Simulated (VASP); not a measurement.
Input:

```
CELL_PARAMETERS angstrom
      0.00000     3.45292     3.45292
      3.45292     0.00000     3.45292
      3.45292     3.45292     0.00000
ATOMIC_POSITIONS crystal
  Li 0.00000 0.00000 0.00000
  Hg 0.25000 0.25000 0.25000
  Hg 0.75000 0.75000 0.75000
  Hg 0.50000 0.50000 0.50000
```

Computed with PBEsol GGA with spin-orbit coupling, VASP's PBE PAW potentials (set 64) (plane waves; VASP). Settings: 520 eV cut-off, 7×7×7 Γ-centred mesh, Gaussian smearing of 0.050 eV, potentials Li_sv Hg.

### Question
What does the run give for the energy per atom (σ→0), band gap (over mesh and band path) with the smallest direct gap where there is one?

### Answer

```
Quantity                                                              Result
----------------------------------  ----------------------------------------
band gap (over mesh and band path)  none (metal, semimetal or under 0.01 eV)
energy per atom (σ→0)                                         -1.371 eV/atom
```

Total energies compare only between runs with the same potentials, cut-off and functional.

The structure comes from a computed database's LiHg3 entry (Fm-3m); how it stands against other phases isn't given here. It was relaxed first, which changed the volume by -6 %.
